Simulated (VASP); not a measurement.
These are LDA (Ceperley-Alder, Perdew-Zunger), VASP's LDA PAW potentials (set 64) (plane waves; VASP) values and carry that method's errors.

The input files of a VASP run:

KPOINTS:
```
K-points
0
Gamma
10 10 8
0 0 0
```

**POSCAR**
```
MgB2
1
    1.5195523071    -2.6319413277     0.0000000000
    1.5195523071     2.6319413277     0.0000000000
    0.0000000000     0.0000000000     3.4301242393
Mg B
1 2
Direct
  0.0000000000   0.0000000000   0.0000000000
  0.3333330000   0.6666670000   0.5000000000
  0.6666670000   0.3333330000   0.5000000000
```

INCAR:
```
SYSTEM=MgB2
PREC=Accurate; ENCUT=650; LREAL=.FALSE.
LASPH=.TRUE.
EDIFF=1E-7; NELM=100; ALGO=Normal
ISMEAR=1; SIGMA=0.1
IBRION=6; NSW=1; ISIF=3
POTIM=0.015; NFREE=2
LWAVE=.FALSE.; LCHARG=.FALSE.
```

POTCAR, in this order: Mg B (LDA.64 set). Program: vasp_std.

Output of the run:

File OSZICAR:
```
...
DAV:   1    -0.172881375647E+02   -0.16807E-02   -0.22764E-01  5152   0.322E+00    0.249E-01
DAV:   2    -0.172870722100E+02    0.10654E-02   -0.17628E-03  4744   0.359E-01    0.146E-01
DAV:   3    -0.172864546927E+02    0.61752E-03   -0.88714E-04  5264   0.180E-01    0.795E-03
DAV:   4    -0.172864560024E+02   -0.13097E-05   -0.13672E-05  4424   0.349E-02    0.566E-03
DAV:   5    -0.172864561119E+02   -0.10946E-06   -0.17164E-07  5664   0.364E-03    0.118E-03
DAV:   6    -0.172864561073E+02    0.45998E-08   -0.22418E-08  2728   0.107E-03
  11 F= -.17286456E+02 E0= -.17286575E+02  d E =0.355414E-03
       N       E                     dE             d eps       ncg     rms          rms(c)
DAV:   1    -0.172876112169E+02   -0.11551E-02   -0.15331E-01  5160   0.262E+00    0.165E-01
DAV:   2    -0.172870106158E+02    0.60060E-03   -0.11569E-03  4768   0.299E-01    0.101E-01
DAV:   3    -0.172864675063E+02    0.54311E-03   -0.48310E-04  5336   0.131E-01    0.867E-03
DAV:   4    -0.172864541744E+02    0.13332E-04   -0.97605E-06  4360   0.274E-02    0.192E-03
DAV:   5    -0.172864496744E+02    0.44999E-05   -0.24603E-07  5496   0.346E-03    0.319E-04
DAV:   6    -0.172864495121E+02    0.16230E-06   -0.17922E-08  2720   0.895E-04    0.863E-05
DAV:   7    -0.172864495085E+02    0.36223E-08   -0.64577E-10  2488   0.238E-04
  12 F= -.17286450E+02 E0= -.17286567E+02  d E =0.352080E-03
       N       E                     dE             d eps       ncg     rms          rms(c)
DAV:   1    -0.172880657739E+02   -0.16163E-02   -0.24988E-01  5104   0.330E+00    0.249E-01
DAV:   2    -0.172870668791E+02    0.99889E-03   -0.24343E-03  4656   0.422E-01    0.146E-01
DAV:   3    -0.172864480851E+02    0.61879E-03   -0.90201E-04  5200   0.181E-01    0.814E-03
DAV:   4    -0.172864494014E+02   -0.13163E-05   -0.14101E-05  4280   0.353E-02    0.610E-03
DAV:   5    -0.172864495253E+02   -0.12391E-06   -0.18788E-07  5800   0.401E-03    0.169E-03
DAV:   6    -0.172864495276E+02   -0.23844E-08   -0.20621E-08  2792   0.112E-03
  13 F= -.17286450E+02 E0= -.17286567E+02  d E =0.352134E-03
       N       E                     dE             d eps       ncg     rms          rms(c)
DAV:   1    -0.172881703304E+02   -0.17208E-02   -0.12041E-01  3448   0.260E+00    0.111E-01
DAV:   2    -0.172879012529E+02    0.26908E-03   -0.12251E-03  3440   0.335E-01    0.702E-02
DAV:   3    -0.172875380547E+02    0.36320E-03   -0.27634E-04  3592   0.101E-01    0.428E-03
DAV:   4    -0.172875359966E+02    0.20582E-05   -0.55996E-06  3080   0.221E-02    0.207E-03
DAV:   5    -0.172875349295E+02    0.10671E-05   -0.55319E-07  3560   0.472E-03    0.395E-04
DAV:   6    -0.172875349917E+02   -0.62247E-07   -0.25006E-08  1896   0.133E-03
  14 F= -.17287535E+02 E0= -.17287706E+02  d E =0.513138E-03
       N       E                     dE             d eps       ncg     rms          rms(c)
DAV:   1    -0.172875582406E+02   -0.23311E-04   -0.31198E-02  2840   0.148E+00    0.447E-02
DAV:   2    -0.172875461834E+02    0.12057E-04   -0.31038E-04  3888   0.159E-01    0.254E-02
DAV:   3    -0.172875347105E+02    0.11473E-04   -0.57600E-05  3136   0.486E-02    0.365E-03
DAV:   4    -0.172875349860E+02   -0.27546E-06   -0.22494E-06  3104   0.133E-02    0.216E-03
DAV:   5    -0.172875350647E+02   -0.78693E-07   -0.85228E-08  3096   0.238E-03
  15 F= -.17287535E+02 E0= -.17287706E+02  d E =0.513163E-03
       N       E                     dE             d eps       ncg     rms          rms(c)
DAV:   1    -0.172873875263E+02    0.14746E-03   -0.27785E-02  1408   0.135E+00    0.494E-02
DAV:   2    -0.172873200513E+02    0.67475E-04   -0.69983E-04  1568   0.232E-01    0.231E-02
DAV:   3    -0.172873001215E+02    0.19930E-04   -0.10632E-04  1560   0.660E-02    0.590E-03
DAV:   4    -0.172873001003E+02    0.21129E-07   -0.59985E-06  1368   0.220E-02    0.259E-03
DAV:   5    -0.172873001604E+02   -0.60103E-07   -0.92936E-07  1680   0.613E-03
  16 F= -.17287300E+02 E0= -.17287472E+02  d E =0.515224E-03
       N       E                     dE             d eps       ncg     rms          rms(c)
DAV:   1    -0.172876514373E+02   -0.35134E-03   -0.69301E-02  1352   0.206E+00    0.899E-02
DAV:   2    -0.172873681989E+02    0.28324E-03   -0.21599E-03  1592   0.396E-01    0.400E-02
DAV:   3    -0.172872983726E+02    0.69826E-04   -0.43643E-04  1448   0.131E-01    0.657E-03
DAV:   4    -0.172873000386E+02   -0.16660E-05   -0.18566E-05  1352   0.408E-02    0.371E-03
DAV:   5    -0.172873001912E+02   -0.15255E-06   -0.20156E-07  1664   0.427E-03    0.221E-04
DAV:   6    -0.172873001912E+02    0.41496E-11   -0.88347E-09   832   0.709E-04
  17 F= -.17287300E+02 E0= -.17287472E+02  d E =0.515223E-03
       N       E                     dE             d eps       ncg     rms          rms(c)
DAV:   1    -0.172884353327E+02   -0.11351E-02   -0.24913E-01  4232   0.410E+00    0.173E-01
DAV:   2    -0.172876599284E+02    0.77540E-03   -0.29677E-03  6968   0.477E-01    0.864E-02
DAV:   3    -0.172873914770E+02    0.26845E-03   -0.96082E-04  5272   0.203E-01    0.122E-02
DAV:   4    -0.172873866574E+02    0.48197E-05   -0.48116E-05  5880   0.613E-02    0.635E-03
DAV:   5    -0.172873835171E+02    0.31402E-05   -0.11878E-05  5432   0.211E-02    0.112E-03
DAV:   6    -0.172873834889E+02    0.28249E-07   -0.55875E-07  5472   0.658E-03
  18 F= -.17287383E+02 E0= -.17287453E+02  d E =0.209554E-03
       N       E                     dE             d eps       ncg     rms          rms(c)
DAV:   1    -0.172915183838E+02   -0.41349E-02   -0.53655E-01  4192   0.600E+00    0.344E-01
DAV:   2    -0.172882503068E+02    0.32681E-02   -0.74698E-03  6128   0.710E-01    0.167E-01
DAV:   3    -0.172873777176E+02    0.87259E-03   -0.34379E-03  5600   0.386E-01    0.207E-02
DAV:   4    -0.172873838981E+02   -0.61806E-05   -0.12806E-04  4936   0.104E-01    0.107E-02
DAV:   5    -0.172873834906E+02    0.40748E-06   -0.16754E-06  6560   0.107E-02    0.138E-03
DAV:   6    -0.172873834626E+02    0.28032E-07   -0.87089E-08  3728   0.216E-03
  19 F= -.17287383E+02 E0= -.17287453E+02  d E =0.209552E-03
       N       E                     dE             d eps       ncg     rms          rms(c)
DAV:   1    -0.172884860112E+02   -0.11025E-02   -0.40292E-01  1520   0.542E+00    0.159E-01
DAV:   2    -0.172874940674E+02    0.99194E-03   -0.37696E-03  2536   0.547E-01    0.918E-02
DAV:   3    -0.172868387603E+02    0.65531E-03   -0.14141E-03  2032   0.238E-01    0.236E-02
DAV:   4    -0.172867625804E+02    0.76180E-04   -0.16010E-04  2320   0.958E-02    0.557E-03
DAV:   5    -0.172867508475E+02    0.11733E-04   -0.12840E-05  2240   0.274E-02    0.179E-03
DAV:   6    -0.172867539550E+02   -0.31075E-05   -0.56514E-07  1952   0.640E-03    0.412E-04
DAV:   7    -0.172867549739E+02   -0.10189E-05   -0.13082E-08  1120   0.893E-04    0.119E-04
DAV:   8    -0.172867553052E+02   -0.33132E-06   -0.11219E-09   960   0.280E-04    0.389E-05
DAV:   9    -0.172867554537E+02   -0.14846E-06   -0.15894E-10   896   0.987E-05    0.440E-06
DAV:  10    -0.172867554547E+02   -0.10281E-08   -0.11352E-11   864   0.319E-05
  20 F= -.17286755E+02 E0= -.17286926E+02  d E =0.511271E-03
       N       E                     dE             d eps       ncg     rms          rms(c)
DAV:   1    -0.172885993002E+02   -0.18438E-02   -0.70157E-01  1504   0.678E+00    0.200E-01
DAV:   2    -0.172870953230E+02    0.15040E-02   -0.78613E-03  2104   0.748E-01    0.962E-02
DAV:   3    -0.172867494996E+02    0.34582E-03   -0.19868E-03  2128   0.279E-01    0.198E-02
DAV:   4    -0.172867548884E+02   -0.53887E-05   -0.78162E-05  1808   0.832E-02    0.870E-03
DAV:   5    -0.172867554132E+02   -0.52482E-06   -0.21154E-06  2320   0.113E-02    0.174E-03
DAV:   6    -0.172867554466E+02   -0.33421E-07   -0.86149E-08  1488   0.239E-03
  21 F= -.17286755E+02 E0= -.17286926E+02  d E =0.511278E-03
```

File OUTCAR:
```
------------------------ aborting loop because EDIFF is reached ----------------------------------------
  FORCE on cell =-STRESS in cart. coord.  units (eV):
  Direction    XX          YY          ZZ          XY          YZ          ZX
  --------------------------------------------------------------------------------------
  Total        0.0316269      0.0316269     -0.0176965      0.0000000     -0.0000000      0.0000000
  in kB        1.8468681      1.8468674     -1.0333960      0.0000000     -0.0000000      0.0000000
  external PRESSURE =       0.8867798 kB  Pullay stress =       0.0000000 kB
  volume of cell :       27.44
      direct lattice vectors                 reciprocal lattice vectors
     1.519552307 -2.631941328  0.000000000     0.329044283 -0.189973840  0.000000000
     1.519552307  2.631941328  0.000000000     0.329044283  0.189973840  0.000000000
     0.000000000  0.000000000  3.430124239     0.000000000  0.000000000  0.291534630
 POSITION                                       TOTAL-FORCE (eV/Angst)
 -----------------------------------------------------------------------------------
      0.00000      0.00000      0.00000         0.000000     -0.000000     -0.055095
      1.51955      0.87732      1.70006         0.000000      0.000000      0.183100
      1.51955     -0.87732      1.71506        -0.000000     -0.000000     -0.128004
 -----------------------------------------------------------------------------------
    total drift:                                0.000000     -0.000000     -0.000075
  FREE ENERGIE OF THE ION-ELECTRON SYSTEM (eV)
  ---------------------------------------------------
  free  energy   TOTEN  =       -17.2867554466 eV

  energy  without entropy=      -17.2872667251  energy(sigma->0) =      -17.28692587

   1 f  =   21.651233 THz   136.038708 2PiTHz  722.207388 cm-1    89.542264 meV
             X         Y         Z           dx          dy          dz
      0.000000  0.000000  0.000000     0.000000   -0.000000    0.000000
      1.519552  0.877316  1.715062     0.000000   -0.000000   -0.707107
      1.519552 -0.877316  1.715062    -0.000000    0.000000    0.707107

   2 f  =   15.475081 THz    97.232802 2PiTHz  516.193143 cm-1    63.999764 meV
             X         Y         Z           dx          dy          dz
      0.000000  0.000000  0.000000     0.000000    0.000000    0.000000
      1.519552  0.877316  1.715062     0.707107    0.000000   -0.000000
      1.519552 -0.877316  1.715062    -0.707107   -0.000000   -0.000000

   3 f  =   15.475078 THz    97.232785 2PiTHz  516.193050 cm-1    63.999753 meV
             X         Y         Z           dx          dy          dz
      0.000000  0.000000  0.000000    -0.000000    0.000000   -0.000000
      1.519552  0.877316  1.715062    -0.000000    0.707107    0.000000
      1.519552 -0.877316  1.715062     0.000000   -0.707107    0.000000

   4 f  =   12.530324 THz    78.730346 2PiTHz  417.966610 cm-1    51.821232 meV
             X         Y         Z           dx          dy          dz
      0.000000  0.000000  0.000000     0.000000   -0.000000    0.686217
      1.519552  0.877316  1.715062    -0.000000    0.000000   -0.514347
      1.519552 -0.877316  1.715062    -0.000000    0.000000   -0.514347

   5 f  =   10.651419 THz    66.924837 2PiTHz  355.293083 cm-1    44.050708 meV
             X         Y         Z           dx          dy          dz
      0.000000  0.000000  0.000000     0.685804    0.000000   -0.000000
      1.519552  0.877316  1.715062    -0.514623   -0.000000    0.000000
      1.519552 -0.877316  1.715062    -0.514623   -0.000000    0.000000

   6 f  =   10.651417 THz    66.924825 2PiTHz  355.293019 cm-1    44.050700 meV
             X         Y         Z           dx          dy          dz
      0.000000  0.000000  0.000000    -0.000000    0.685804    0.000000
      1.519552  0.877316  1.715062     0.000000   -0.514623    0.000000
      1.519552 -0.877316  1.715062     0.000000   -0.514623    0.000000

   7 f/i=    0.001301 THz     0.008176 2PiTHz    0.043407 cm-1     0.005382 meV
             X         Y         Z           dx          dy          dz
      0.000000  0.000000  0.000000     0.000000    0.000000   -0.727397
      1.519552  0.877316  1.715062     0.000000    0.000000   -0.485229
      1.519552 -0.877316  1.715062     0.000000    0.000000   -0.485229

   8 f/i=    0.004950 THz     0.031099 2PiTHz    0.165101 cm-1     0.020470 meV
             X         Y         Z           dx          dy          dz
      0.000000  0.000000  0.000000     0.000144    0.727787    0.000000
      1.519552  0.877316  1.715062     0.000096    0.484936    0.000000
      1.519552 -0.877316  1.715062     0.000096    0.484936    0.000000

   9 f/i=    0.004950 THz     0.031099 2PiTHz    0.165101 cm-1     0.020470 meV
             X         Y         Z           dx          dy          dz
      0.000000  0.000000  0.000000    -0.727787    0.000144   -0.000000
      1.519552  0.877316  1.715062    -0.484936    0.000096   -0.000000
      1.519552 -0.877316  1.715062    -0.484936    0.000096   -0.000000

 ELASTIC MODULI CONTR FROM IONIC RELAXATION (kBar)
 Direction    XX          YY          ZZ          XY          YZ          ZX
 --------------------------------------------------------------------------------
 XX        -101.3671    101.3671      0.0000     -0.0000     -0.0000      0.0000
 YY         101.3671   -101.3670      0.0000      0.0000      0.0000      0.0000
 ZZ           0.0000      0.0000      0.0000      0.0000      0.0000      0.0000
 XY          -0.0000      0.0000      0.0000   -101.3671     -0.0000      0.0000
 YZ          -0.0000      0.0000      0.0000     -0.0000     -0.0000      0.0000
 ZX           0.0000      0.0000      0.0000      0.0000      0.0000      0.0000
 --------------------------------------------------------------------------------

 TOTAL ELASTIC MODULI (kBar)
 Direction    XX          YY          ZZ          XY          YZ          ZX
 --------------------------------------------------------------------------------
 XX        4499.8899    530.4109    606.8306     -0.0000     -0.0000      0.0000
 YY         530.4109   4499.8867    606.8303      0.0000     -0.0000      0.0000
 ZZ         606.8306    606.8303   2564.6528      0.0000     -0.0000      0.0000
 XY          -0.0000      0.0000      0.0000   1984.7387      0.0000      0.0000
 YZ          -0.0000      0.0000     -0.0000     -0.0000    870.0319      0.0000
 ZX           0.0000      0.0000      0.0000      0.0000      0.0000    870.0322
 --------------------------------------------------------------------------------
```
(Selected blocks of OUTCAR.)

Finite-difference elastic constants of metals are sensitive to mesh and smearing; shear constants can be off by tens of GPa.

The compound is MgB2 in the AlB2 type structure. It was relaxed first, which changed the volume by -6 %.
